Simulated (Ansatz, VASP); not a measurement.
# Two plane-wave programs on As2Se

```
As Se
1.0
    -1.89649    1.89649    4.65129
     1.89649   -1.89649    4.65129
     1.89649    1.89649   -4.65129
As Se
2 1
Direct
  0.72004 0.72004 0.00000
  0.27996 0.27996 0.00000
  0.00000 0.00000 0.00000
```

Alike in both runs: functional PBE; k mesh 6 × 6 × 6; occupations gaussian, width 0.1 eV; no spin polarisation.

Ansatz relaxed the structure, and its values are those at the end. VASP's run is a single point on that final structure, the one shown.

|  | VASP | Ansatz |
| --- | --- | --- |
| version | VASP 6.6.1 | Ansatz 0.2.0 |
| potentials or method | VASP PAW PBE potentials, release 64 (As, Se) | scalar-relativistic, plane waves, PAW |
| plane-wave cutoff (eV) | 520 | 420 |
| valence electrons in the cell | 16 | 46 |

VASP gave:

| Property | Result |
| --- | --- |
| gap on the k mesh at the Fermi level (eV) | none |
| pressure (GPa) | 0.2 |
| rms of the force components (eV/Å) | 0.008 |

Problem. Estimate Ansatz's values.

Solution. gap on the k mesh at the Fermi level (eV): none; pressure (GPa): 0.1; rms of the force components (eV/Å): 0.014.

A gap of «none» marks a metal or a gap that the smearing closes. The two sets of potentials don't hold the same shells in valence.

Caveats: the k mesh is coarse (spacing up to 0.39 Å⁻¹), so the values aren't converged.
